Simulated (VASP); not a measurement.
Consider the following.

```xyz
2
Lattice="0.0000 2.8317 2.8317 2.8317 0.0000 2.8317 2.8317 2.8317 0.0000" Properties=species:S:1:pos:R:3 pbc="T T T"
Zn     2.8317     2.8317     0.0000
Se     1.4159     1.4159     1.4159
```

These are PBE GGA with D3 dispersion (zero damping), VASP's PBE PAW potentials (set 64) (plane waves; VASP) values and carry that method's errors. Settings: 520 eV cut-off, Gaussian smearing of 0.050 eV, potentials Zn Se.

Task: What does the run give for the band gap (along the path) with the smallest direct gap where there is one?

Result: 
```json
{
 "band gap (along the path)": "1.30 eV",
 "smallest direct gap (along the path)": "1.30 eV"
}
```

The absolute energy has meaning only against runs of the same code, potentials and settings.

The compound is ZnSe in the zinc blende structure. It was relaxed first.
